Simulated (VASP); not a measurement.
Method: r2SCAN meta-GGA, VASP's PBE PAW potentials (set 64) (plane waves; VASP 6.6.1).

Input for VASP

INCAR:
```
! general
SYSTEM  = BN
PREC    = Accurate
ENCUT   = 620
LREAL   = F
LASPH   = T

! electronic loop
EDIFF   = 1E-6
NELM    = 100
ALGO    = Normal
LMIXTAU = T

! smearing
ISMEAR  = 0
SIGMA   = 0.05

! functional
METAGGA = R2SCAN

! ions
IBRION  = 2
NSW     = 40
ISIF    = 3
EDIFFG  = -0.02
PSTRESS = 200

! output
LWAVE   = F
LCHARG  = F
```

KPOINTS:
```
K-points
0
G
10 10 4
```

**POSCAR**
```
BN
1
    1.2417811384    -2.1508285949     0.0000000000
    1.2417811384     2.1508285949     0.0000000000
    0.0000000000     0.0000000000     5.7878598974
B N
2 2
Direct
  0.3333330000   0.6666670000   0.2500000000
  0.6666670000   0.3333330000   0.7500000000
  0.6666670000   0.3333330000   0.2500000000
  0.3333330000   0.6666670000   0.7500000000
```

POTCAR, in this order: B N (PBE.64 set). Program: vasp_std.

What VASP printed:

File OUTCAR:
```
 ion  position               nearest neighbor table
   1  0.333  0.667  0.250-   3 1.43   3 1.43   3 1.43
   2  0.667  0.333  0.750-   4 1.43   4 1.43   4 1.43
   3  0.667  0.333  0.250-   1 1.43   1 1.43   1 1.43
   4  0.333  0.667  0.750-   2 1.43   2 1.43   2 1.43
  LATTYP: Found a hexagonal cell.
 ALAT       =     2.4835627716
 C/A-ratio  =     2.3304665232
 Subroutine PRICEL returns:
 Original cell was already a primitive cell.
 Subroutine GETGRP returns: Found 24 space group operations
The static configuration has the point symmetry D_3d.
 The point group associated with its full space group is D_6h.
The dynamic configuration has the point symmetry D_3d.
 Subroutine INISYM returns: Found 24 space group operations
 Subroutine IBZKPT returns following result:
 Found     42 irreducible k-points:

 Following reciprocal coordinates:
            Coordinates               Weight
  0.000000  0.000000  0.000000      1.000000
  0.100000  0.000000  0.000000      6.000000
  0.200000  0.000000  0.000000      6.000000
  0.300000  0.000000  0.000000      6.000000
  0.400000  0.000000  0.000000      6.000000
...
```

File OSZICAR:
```
...
DAV:   5    -0.381634026613E+02    0.53977E-02   -0.74146E-03  1008   0.130E+00    0.626E-02
DAV:   6    -0.381719775204E+02   -0.85749E-02   -0.28510E-03  1008   0.834E-01    0.334E-02
DAV:   7    -0.381719418489E+02    0.35672E-04   -0.12043E-04  1204   0.144E-01    0.114E-02
DAV:   8    -0.381720355032E+02   -0.93654E-04   -0.26404E-05  1120   0.656E-02    0.296E-03
DAV:   9    -0.381720289667E+02    0.65365E-05   -0.15819E-06   888   0.182E-02    0.128E-03
DAV:  10    -0.381720342096E+02   -0.52429E-05   -0.57317E-07   724   0.949E-03    0.384E-04
DAV:  11    -0.381720328855E+02    0.13241E-05   -0.16286E-07   524   0.439E-03    0.929E-04
DAV:  12    -0.381720331061E+02   -0.22053E-06   -0.22232E-08   516   0.255E-03
   2 F= -.34567868E+02 E0= -.34567868E+02  d E =0.226917E-01
       N       E                     dE             d eps       ncg     rms          rms(c)
DAV:   1    -0.384111086249E+02   -0.23908E+00   -0.13320E+00  1072   0.123E+01    0.153E+00
DAV:   2    -0.383669562184E+02    0.44152E-01   -0.12001E-01  1200   0.337E+00    0.507E-01
DAV:   3    -0.383663713512E+02    0.58487E-03   -0.18393E-02  1072   0.131E+00    0.145E-01
DAV:   4    -0.383655764140E+02    0.79494E-03   -0.22040E-03  1012   0.634E-01    0.760E-02
DAV:   5    -0.383649580875E+02    0.61833E-03   -0.18829E-03  1012   0.663E-01    0.224E-02
DAV:   6    -0.383667553714E+02   -0.17973E-02   -0.61695E-04  1012   0.390E-01    0.186E-02
DAV:   7    -0.383668525654E+02   -0.97194E-04   -0.43977E-05  1184   0.904E-02    0.725E-03
DAV:   8    -0.383668464848E+02    0.60807E-05   -0.74469E-06  1124   0.352E-02    0.229E-03
DAV:   9    -0.383668514069E+02   -0.49221E-05   -0.56436E-07   732   0.104E-02    0.961E-04
DAV:  10    -0.383668496419E+02    0.17650E-05   -0.19561E-07   524   0.505E-03    0.230E-04
DAV:  11    -0.383668497066E+02   -0.64711E-07   -0.32717E-08   516   0.193E-03
   3 F= -.34618245E+02 E0= -.34618245E+02  d E =-.276851E-01
       N       E                     dE             d eps       ncg     rms          rms(c)
DAV:   1    -0.383975339251E+02   -0.30684E-01   -0.31971E+00  1008   0.166E+01    0.141E+00
DAV:   2    -0.383381609344E+02    0.59373E-01   -0.88884E-02  1232   0.314E+00    0.674E-01
DAV:   3    -0.383217715800E+02    0.16389E-01   -0.41150E-02  1132   0.179E+00    0.200E-01
DAV:   4    -0.383208468724E+02    0.92471E-03   -0.46562E-03  1164   0.833E-01    0.837E-02
DAV:   5    -0.383217678607E+02   -0.92099E-03   -0.29302E-03  1108   0.730E-01    0.417E-02
DAV:   6    -0.383217671363E+02    0.72433E-06   -0.92713E-04  1032   0.435E-01    0.190E-02
DAV:   7    -0.383218260654E+02   -0.58929E-04   -0.12168E-04  1032   0.166E-01    0.570E-03
DAV:   8    -0.383218717906E+02   -0.45725E-04   -0.44978E-05  1052   0.974E-02    0.222E-03
DAV:   9    -0.383218866087E+02   -0.14818E-04   -0.33065E-06  1128   0.270E-02    0.108E-03
DAV:  10    -0.383218856792E+02    0.92953E-06   -0.12263E-06   836   0.173E-02
   4 F= -.34650725E+02 E0= -.34650725E+02  d E =-.324798E-01
       N       E                     dE             d eps       ncg     rms          rms(c)
DAV:   1    -0.383477848960E+02   -0.25898E-01   -0.41411E+00  1008   0.189E+01    0.160E+00
DAV:   2    -0.382723013439E+02    0.75484E-01   -0.11366E-01  1244   0.357E+00    0.771E-01
DAV:   3    -0.382522093163E+02    0.20092E-01   -0.51779E-02  1120   0.205E+00    0.225E-01
DAV:   4    -0.382510360164E+02    0.11733E-02   -0.54879E-03  1184   0.907E-01    0.943E-02
DAV:   5    -0.382522541622E+02   -0.12181E-02   -0.32516E-03  1124   0.778E-01    0.465E-02
DAV:   6    -0.382519654955E+02    0.28867E-03   -0.99563E-04  1064   0.458E-01    0.212E-02
DAV:   7    -0.382520200827E+02   -0.54587E-04   -0.14319E-04  1044   0.185E-01    0.629E-03
DAV:   8    -0.382520794884E+02   -0.59406E-04   -0.55436E-05  1060   0.110E-01    0.252E-03
DAV:   9    -0.382520953792E+02   -0.15891E-04   -0.31719E-06  1152   0.268E-02    0.128E-03
DAV:  10    -0.382520944285E+02    0.95067E-06   -0.15985E-06   908   0.201E-02
   5 F= -.34667846E+02 E0= -.34667846E+02  d E =-.496009E-01
       N       E                     dE             d eps       ncg     rms          rms(c)
DAV:   1    -0.382368092913E+02    0.15286E-01   -0.29078E-01  1008   0.499E+00    0.424E-01
DAV:   2    -0.382314603842E+02    0.53489E-02   -0.78689E-03  1248   0.946E-01    0.205E-01
DAV:   3    -0.382300557402E+02    0.14046E-02   -0.37267E-03  1136   0.551E-01    0.588E-02
DAV:   4    -0.382300170492E+02    0.38691E-04   -0.38236E-04  1180   0.237E-01    0.248E-02
DAV:   5    -0.382300470699E+02   -0.30021E-04   -0.22760E-04  1140   0.202E-01    0.126E-02
DAV:   6    -0.382300321272E+02    0.14943E-04   -0.63754E-05  1060   0.116E-01    0.541E-03
DAV:   7    -0.382300380581E+02   -0.59309E-05   -0.99014E-06  1048   0.486E-02    0.166E-03
DAV:   8    -0.382300403001E+02   -0.22420E-05   -0.42494E-06  1072   0.305E-02    0.641E-04
DAV:   9    -0.382300420068E+02   -0.17066E-05   -0.19037E-07   700   0.654E-03    0.352E-04
DAV:  10    -0.382300418073E+02    0.19950E-06   -0.13473E-07   560   0.595E-03
   6 F= -.34668574E+02 E0= -.34668574E+02  d E =-.503294E-01
       N       E                     dE             d eps       ncg     rms          rms(c)
DAV:   1    -0.382339956989E+02   -0.39537E-02   -0.80034E-03  1008   0.825E-01    0.702E-02
DAV:   2    -0.382338484979E+02    0.14720E-03   -0.21565E-04  1252   0.157E-01    0.340E-02
DAV:   3    -0.382338087061E+02    0.39792E-04   -0.10413E-04  1132   0.920E-02    0.972E-03
DAV:   4    -0.382338110125E+02   -0.23064E-05   -0.10676E-05  1180   0.395E-02    0.412E-03
DAV:   5    -0.382338068321E+02    0.41805E-05   -0.64986E-06  1140   0.338E-02    0.213E-03
DAV:   6    -0.382338090265E+02   -0.21944E-05   -0.17109E-06   836   0.192E-02    0.829E-04
DAV:   7    -0.382338079228E+02    0.11037E-05   -0.37177E-07   640   0.892E-03    0.254E-04
DAV:   8    -0.382338089197E+02   -0.99685E-06   -0.15382E-07   536   0.553E-03
   7 F= -.34668568E+02 E0= -.34668568E+02  d E =-.503229E-01
       N       E                     dE             d eps       ncg     rms          rms(c)
DAV:   1    -0.382494040313E+02   -0.15596E-01   -0.15395E-02  1076   0.136E+00    0.165E-01
DAV:   2    -0.382488923027E+02    0.51173E-03   -0.13360E-03  1240   0.360E-01    0.563E-02
DAV:   3    -0.382488987052E+02   -0.64024E-05   -0.20250E-04  1072   0.139E-01    0.159E-02
DAV:   4    -0.382488647230E+02    0.33982E-04   -0.24990E-05  1040   0.669E-02    0.871E-03
DAV:   5    -0.382488935744E+02   -0.28851E-04   -0.22582E-05  1012   0.710E-02    0.297E-03
DAV:   6    -0.382488894420E+02    0.41324E-05   -0.67190E-06  1024   0.389E-02    0.178E-03
DAV:   7    -0.382488950610E+02   -0.56190E-05   -0.45372E-07   600   0.866E-03    0.705E-04
DAV:   8    -0.382488919648E+02    0.30962E-05   -0.92924E-08   528   0.384E-03    0.234E-04
DAV:   9    -0.382488923235E+02   -0.35875E-06   -0.10505E-08   512   0.126E-03
   8 F= -.34668240E+02 E0= -.34668240E+02  d E =0.327140E-03
       N       E                     dE             d eps       ncg     rms          rms(c)
DAV:   1    -0.382380226871E+02    0.10869E-01   -0.85912E-03  1076   0.102E+00    0.124E-01
DAV:   2    -0.382377523920E+02    0.27030E-03   -0.74023E-04  1240   0.269E-01    0.423E-02
DAV:   3    -0.382377339405E+02    0.18452E-04   -0.11398E-04  1076   0.105E-01    0.119E-02
DAV:   4    -0.382377515166E+02   -0.17576E-04   -0.14107E-05  1040   0.503E-02    0.653E-03
DAV:   5    -0.382377160323E+02    0.35484E-04   -0.12766E-05  1016   0.534E-02    0.224E-03
DAV:   6    -0.382377487456E+02   -0.32713E-04   -0.37956E-06  1024   0.293E-02    0.133E-03
DAV:   7    -0.382377446337E+02    0.41119E-05   -0.25281E-07   540   0.646E-03    0.529E-04
DAV:   8    -0.382377472510E+02   -0.26173E-05   -0.52704E-08   516   0.290E-03    0.173E-04
DAV:   9    -0.382377469834E+02    0.26762E-06   -0.60007E-09   516   0.950E-04
   9 F= -.34668610E+02 E0= -.34668610E+02  d E =-.425730E-04
```

### OUTCAR
```
------------------------ aborting loop because EDIFF is reached ----------------------------------------
  FORCE on cell =-STRESS in cart. coord.  units (eV):
  Direction    XX          YY          ZZ          XY          YZ          ZX
  --------------------------------------------------------------------------------------
  Total        3.5832432      3.5832457      3.5436646      0.0000000      0.0000000      0.0000000
  in kB      200.7904669    200.7906075    198.5726406      0.0000000      0.0000000      0.0000000
  external PRESSURE =       0.0512383 kB  Pullay stress =     200.0000000 kB
  volume of cell :       28.59
      direct lattice vectors                 reciprocal lattice vectors
     1.234953890 -2.139003631 -0.000000000     0.404873416 -0.233753694 -0.000000000
     1.234953890  2.139003631 -0.000000000     0.404873416  0.233753694  0.000000000
     0.000000000 -0.000000000  5.411921899     0.000000000 -0.000000000  0.184777242
  FREE ENERGIE OF THE ION-ELECTRON SYSTEM (eV)
  ---------------------------------------------------
  free  energy   TOTEN  =       -38.2377469834 eV

  energy  without entropy=      -38.2377469834  energy(sigma->0) =      -38.23774698
  enthalpy is  TOTEN    =       -34.6686101873 eV   P V=        3.5691367960

 reached required accuracy - stopping structural energy minimisation
```
(Selected blocks of OUTCAR.)

### CONTCAR
```
BN
   1.00000000000000
     1.2349538897641281   -2.1390036312270628   -0.0000000000000000
     1.2349538897641281    2.1390036312270628   -0.0000000000000000
     0.0000000000000000   -0.0000000000000000    5.4119218989850282
  B               N
     2     2
Direct
     0.3333330000000032    0.6666669999999968    0.2500000000000000
     0.6666669999999968    0.3333330000000032    0.7500000000000000
     0.6666669999999968    0.3333330000000032    0.2500000000000000
     0.3333330000000032    0.6666669999999968    0.7500000000000000
```

Energy and stress use the plane-wave basis of the starting cell.

The compound is BN in the hex structure. This run relaxes it under an external pressure of 20 GPa. Symmetry was kept, so distortions that lower it aren't found.
